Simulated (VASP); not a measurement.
These are optB88-vdW, VASP's PBE PAW potentials (set 64) (plane waves; VASP) values and carry that method's errors.

VASP ran on this input.

### POSCAR
```
Mo
1
   -1.5819948982     1.5819948982     1.5819948982
    1.5819948982    -1.5819948982     1.5819948982
    1.5819948982     1.5819948982    -1.5819948982
Mo
1
Direct
  0.0000000000   0.0000000000   0.0000000000
```

**KPOINTS**
```
Automatic mesh
0
G
16 16 16
0 0 0
```

### INCAR
```
LREAL = F
GGA = BO
EDIFF = 1E-7
AGGAC = 0.0
LWAVE = F
ENCUT = 520
LUSE_VDW = T
ALGO = Normal   # blocked Davidson
LASPH = T   # aspherical one-centre terms
LMAXMIX = 4   # l cut-off of mixed one-centre charges
SIGMA = 0.1   # width (eV)
SYSTEM = Mo
NELM = 100
LCHARG = F
PREC = Accurate
ISMEAR = 1   # Methfessel-Paxton
PARAM2 = 0.22
PARAM1 = 0.1833333333
ISIF = 2
```

POTCAR, in this order: Mo_sv (PBE.64 set). Program: vasp_std.

What VASP printed:

OSZICAR:
```
       N       E                     dE             d eps       ncg     rms          rms(c)
DAV:   1     0.923557616196E+02    0.92356E+02   -0.83477E+03  3241   0.130E+03
DAV:   2    -0.700584304580E+01   -0.99362E+02   -0.95627E+02  3475   0.339E+02
DAV:   3    -0.834379012242E+01   -0.13379E+01   -0.13225E+01  3670   0.387E+01
DAV:   4    -0.834770087695E+01   -0.39108E-02   -0.39104E-02  3515   0.239E+00
DAV:   5    -0.834772098156E+01   -0.20105E-04   -0.20103E-04  3666   0.172E-01    0.136E+01
DAV:   6    -0.783339282509E+01    0.51433E+00   -0.91868E-01  3451   0.115E+01    0.374E+00
DAV:   7    -0.776835533374E+01    0.65037E-01   -0.16777E-01  3690   0.455E+00    0.872E-01
DAV:   8    -0.776540046542E+01    0.29549E-02   -0.48507E-03  3331   0.972E-01    0.183E-01
DAV:   9    -0.776550091411E+01   -0.10045E-03   -0.93427E-05  3950   0.130E-01    0.868E-02
DAV:  10    -0.776552012851E+01   -0.19214E-04   -0.26896E-05  3334   0.641E-02    0.758E-03
DAV:  11    -0.776552026358E+01   -0.13507E-06   -0.10650E-07  2741   0.408E-03    0.299E-03
DAV:  12    -0.776552017524E+01    0.88343E-07   -0.55805E-08  1937   0.322E-03
   1 F= -.77655202E+01 E0= -.77657193E+01  d E =0.597370E-03
```

OUTCAR:
```
------------------------ aborting loop because EDIFF is reached ----------------------------------------
  FORCE on cell =-STRESS in cart. coord.  units (eV):
  Direction    XX          YY          ZZ          XY          YZ          ZX
  --------------------------------------------------------------------------------------
  Total       -0.0478256     -0.0478256     -0.0478256     -0.0000000     -0.0000000      0.0000000
  in kB       -4.8383300     -4.8383300     -4.8383300     -0.0000000     -0.0000000      0.0000000
  external PRESSURE =      -4.8383300 kB  Pullay stress =       0.0000000 kB
  volume of cell :       15.84
      direct lattice vectors                 reciprocal lattice vectors
    -1.581994898  1.581994898  1.581994898     0.000000000  0.316056645  0.316056645
     1.581994898 -1.581994898  1.581994898     0.316056645  0.000000000  0.316056645
     1.581994898  1.581994898 -1.581994898     0.316056645  0.316056645  0.000000000
 POSITION                                       TOTAL-FORCE (eV/Angst)
 -----------------------------------------------------------------------------------
      0.00000      0.00000      0.00000         0.000000      0.000000     -0.000000
 -----------------------------------------------------------------------------------
    total drift:                                0.000000     -0.000000     -0.000000
  FREE ENERGIE OF THE ION-ELECTRON SYSTEM (eV)
  ---------------------------------------------------
  free  energy   TOTEN  =        -7.7655201752 eV

  energy  without entropy=       -7.7661175451  energy(sigma->0) =       -7.76571930
```
(Selected blocks of OUTCAR.)

The compound is Mo in the bcc structure. It was relaxed first.
